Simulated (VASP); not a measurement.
Data:

```
Zr
1.0
    1.59204    -2.75750     0.00000
    1.59204     2.75750     0.00000
    0.00000     0.00000     5.12575
Zr
2
Direct
  0.33333   0.66667   0.25000
  0.66667   0.33333   0.75000
```

Level of theory: PBE GGA with D3 dispersion (zero damping), VASP's PBE PAW potentials (set 64) (plane waves; VASP). Numerical set-up: 520 eV cut-off, Gaussian smearing of 0.050 eV, potentials Zr_sv.

Q: Give the energies of bands 9 to 15 at the high-symmetry points, in eV from the Fermi level.

A: 
```json
[
 {"band": "9", "Γ": "-5.75", "M": "-2.72", "K": "-2.23", "A": "-4.02", "L": "-3.00", "H": "-1.53"},
 {"band": "10", "Γ": "-3.16", "M": "-2.59", "K": "-1.37", "A": "-4.02", "L": "-3.00", "H": "-1.53"},
 {"band": "11", "Γ": "0.85", "M": "-2.29", "K": "-1.37", "A": "-0.04", "L": "-1.18", "H": "-1.34"},
 {"band": "12", "Γ": "0.85", "M": "-0.14", "K": "-1.15", "A": "-0.04", "L": "-1.18", "H": "-1.34"},
 {"band": "13", "Γ": "0.90", "M": "0.56", "K": "0.22", "A": "0.78", "L": "1.73", "H": "-0.03"},
 {"band": "14", "Γ": "1.18", "M": "0.73", "K": "0.22", "A": "0.78", "L": "1.73", "H": "-0.03"},
 {"band": "15", "Γ": "1.56", "M": "1.44", "K": "1.80", "A": "0.78", "L": "2.28", "H": "2.04"}
]
```

It has no gap at this level: it comes out as a metal or semimetal.

The compound is Zr in the hcp structure. It was relaxed first.
